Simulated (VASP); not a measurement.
Consider the following.

```
CELL_PARAMETERS angstrom
      0.00000     2.57000     2.57000
      2.57000     0.00000     2.57000
      2.57000     2.57000     0.00000
ATOMIC_POSITIONS crystal
  Be 0.00000 0.00000 0.00000
  Se 0.25000 0.25000 0.25000
```

The numbers are results of eigenvalue-self-consistent GW0 on PBE orbitals, VASP's PBE PAW potentials (set 64) (plane waves; VASP 6.6.1), not measurements. Run with PREC = Normal, 500 eV cut-off, 4×4×4 Γ-centred mesh, Gaussian smearing of 0.010 eV, potentials Be_sv_GW Se_GW.

The mesh is coarse and the basis finite, so the quasiparticle values are not converged.

NBANDS = 160, ENCUTGW = 200 eV, NOMEGA = 64, 4 updates of the levels in G. The PBE levels (eV) are:

```csv
state,KS energy,filling
"k1 (0.00, 0.00, 0.00), band 2",-10.53,2
"k1 (0.00, 0.00, 0.00), band 3",3.26,2
"k1 (0.00, 0.00, 0.00), band 4",3.26,2
"k1 (0.00, 0.00, 0.00), band 5",3.26,2
"k1 (0.00, 0.00, 0.00), band 6",7.67,0
"k1 (0.00, 0.00, 0.00), band 7",8.24,0
"k1 (0.00, 0.00, 0.00), band 8",8.24,0
"k1 (0.00, 0.00, 0.00), band 9",8.24,0
"k5 (0.50, 0.25, 0.00), band 2",-8.99,2
"k5 (0.50, 0.25, 0.00), band 3",-1.64,2
"k5 (0.50, 0.25, 0.00), band 4",0.29,2
"k5 (0.50, 0.25, 0.00), band 5",1.25,2
"k5 (0.50, 0.25, 0.00), band 6",7.34,0
"k5 (0.50, 0.25, 0.00), band 7",10.40,0
"k5 (0.50, 0.25, 0.00), band 8",11.37,0
"k5 (0.50, 0.25, 0.00), band 9",11.75,0
"k8 (-0.25, 0.50, 0.25), band 2",-8.70,2
"k8 (-0.25, 0.50, 0.25), band 3",-1.11,2
"k8 (-0.25, 0.50, 0.25), band 4",-0.57,2
"k8 (-0.25, 0.50, 0.25), band 5",-0.06,2
"k8 (-0.25, 0.50, 0.25), band 6",9.40,0
"k8 (-0.25, 0.50, 0.25), band 7",10.36,0
"k8 (-0.25, 0.50, 0.25), band 8",10.62,0
"k8 (-0.25, 0.50, 0.25), band 9",11.36,0
```

Question: Give the quasiparticle energies and renormalisation factors Z.

Answer: 
```json
[
 {"state": "k1 (0.00, 0.00, 0.00), band 2", "QP energy (eV)": "-12.35", "Z": "0.75"},
 {"state": "k1 (0.00, 0.00, 0.00), band 3", "QP energy (eV)": "2.02", "Z": "0.80"},
 {"state": "k1 (0.00, 0.00, 0.00), band 4", "QP energy (eV)": "2.02", "Z": "0.80"},
 {"state": "k1 (0.00, 0.00, 0.00), band 5", "QP energy (eV)": "2.02", "Z": "0.80"},
 {"state": "k1 (0.00, 0.00, 0.00), band 6", "QP energy (eV)": "8.28", "Z": "0.80"},
 {"state": "k1 (0.00, 0.00, 0.00), band 7", "QP energy (eV)": "8.83", "Z": "0.79"},
 {"state": "k1 (0.00, 0.00, 0.00), band 8", "QP energy (eV)": "8.83", "Z": "0.79"},
 {"state": "k1 (0.00, 0.00, 0.00), band 9", "QP energy (eV)": "8.83", "Z": "0.79"},
 {"state": "k5 (0.50, 0.25, 0.00), band 2", "QP energy (eV)": "-10.58", "Z": "0.75"},
 {"state": "k5 (0.50, 0.25, 0.00), band 3", "QP energy (eV)": "-3.27", "Z": "0.77"},
 {"state": "k5 (0.50, 0.25, 0.00), band 4", "QP energy (eV)": "-1.15", "Z": "0.78"},
 {"state": "k5 (0.50, 0.25, 0.00), band 5", "QP energy (eV)": "-0.12", "Z": "0.79"},
 {"state": "k5 (0.50, 0.25, 0.00), band 6", "QP energy (eV)": "7.71", "Z": "0.81"},
 {"state": "k5 (0.50, 0.25, 0.00), band 7", "QP energy (eV)": "10.88", "Z": "0.80"},
 {"state": "k5 (0.50, 0.25, 0.00), band 8", "QP energy (eV)": "12.03", "Z": "0.78"},
 {"state": "k5 (0.50, 0.25, 0.00), band 9", "QP energy (eV)": "12.43", "Z": "0.78"},
 {"state": "k8 (-0.25, 0.50, 0.25), band 2", "QP energy (eV)": "-10.25", "Z": "0.75"},
 {"state": "k8 (-0.25, 0.50, 0.25), band 3", "QP energy (eV)": "-2.75", "Z": "0.77"},
 {"state": "k8 (-0.25, 0.50, 0.25), band 4", "QP energy (eV)": "-2.08", "Z": "0.78"},
 {"state": "k8 (-0.25, 0.50, 0.25), band 5", "QP energy (eV)": "-1.49", "Z": "0.78"},
 {"state": "k8 (-0.25, 0.50, 0.25), band 6", "QP energy (eV)": "9.71", "Z": "0.81"},
 {"state": "k8 (-0.25, 0.50, 0.25), band 7", "QP energy (eV)": "11.06", "Z": "0.78"},
 {"state": "k8 (-0.25, 0.50, 0.25), band 8", "QP energy (eV)": "11.07", "Z": "0.80"},
 {"state": "k8 (-0.25, 0.50, 0.25), band 9", "QP energy (eV)": "12.01", "Z": "0.78"}
]
```
On the mesh the gap opens from 2.59 to 4.11 eV.

The compound is BeSe in the zinc blende structure. The cell was not relaxed at this level. The k-mesh is coarse (spacing up to 0.53 per Å, 2π included), so the numbers may not be converged in it.
